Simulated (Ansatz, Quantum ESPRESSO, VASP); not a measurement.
## Code comparison for La2Ni2I (P1, 5 atoms in the cell)

Self-consistent single point.

```xyz
5
Lattice="4.1222 0.0000 0.0000 -2.0611 3.5699 0.0000 0.0000 0.0000 8.8589" Properties=species:S:1:pos:R:3 pbc="T T T"
La    -0.0186     0.0380     1.8233
La    -0.1019    -0.0137     7.0098
Ni     0.0247     2.3327    -0.0200
Ni     2.1133     1.2113     0.0192
I      2.1047     1.1916     4.4560
```

All programs got the same cell, k-point mesh and kind of occupations (in Ansatz's words: kpoints.mp_grid.grid = 5 5 2; scf.occupations.method = gaussian; scf.occupations.width = 0.1 eV); potentials, basis and cutoffs are each program's usual ones.

| code | model | pressure (GPa) | largest force (eV/Å) | cutoff |
|---|---|---|---|---|
| Ansatz | LDA (PW92), PAW files made with PBE | -4.42 | 0.383 | 420 eV |
| Quantum ESPRESSO | LDA (PZ), GBRV 1.5 ultrasoft (LDA) pseudopotentials | -4.35 | 0.393 | 50 Ry |
| VASP | LDA (PZ), VASP's LDA PAW potentials (set 64) | -4.65 | 0.386 | 300 eV |

Size of the force on each atom (eV/Å): Sizes of forces hide their directions.

```csv
code,La1,La2,Ni3,Ni4,I5
Ansatz,0.349,0.382,0.346,0.383,0.131
Quantum ESPRESSO,0.328,0.358,0.353,0.393,0.132
VASP,0.346,0.382,0.347,0.386,0.132
```

The spread over the programs that give each value: pressure within 0.30 GPa; largest force within 0.010 eV/Å.

The starting cell comes from a database of computed structures (which also holds hypothetical and non-ambient phases and stackings), without a prior relaxation at this level. Its atoms were displaced at random from the sites of space group no. 187. On Ansatz's run: Spin-orbit coupling is off. Spin polarisation is off; with an odd number of electrons in the cell that forces a metal, and a magnetic state may lie lower. In the base run, with a pressure of about -4 GPa the cell is away from its equilibrium volume at this level. Without a gap this mesh is coarse (it stands for a supercell whose shortest vector is 18 Å).

Why do the programs differ, and what cannot be compared?

Differences of this kind can come from the potentials, where these differ, and from what each basis and cutoff leave unconverged. The valence holds different numbers of electrons (Ansatz (a quantum-chemistry and plane-wave program) 75, Quantum ESPRESSO 65, VASP 49). The zero of total energies and Fermi levels follows the potentials and each program's conventions, so they are not compared here. Ansatz's pressure is given at a fixed set of plane waves, as the other plane-wave codes print theirs. The same LDA comes in different parametrisations, which differ slightly.

The shared mesh is coarse (it stands for a supercell whose shortest vector is 18 Å), so the values are not converged in it.

VASP's run is marked for a possible Pulay error in its stress at this cutoff; no cutoff test was made.

Left out of this page: ABINIT, GPAW, CP2K and FLEUR (not drawn, or without a comparable value).

Keys are those of Ansatz 0.2.
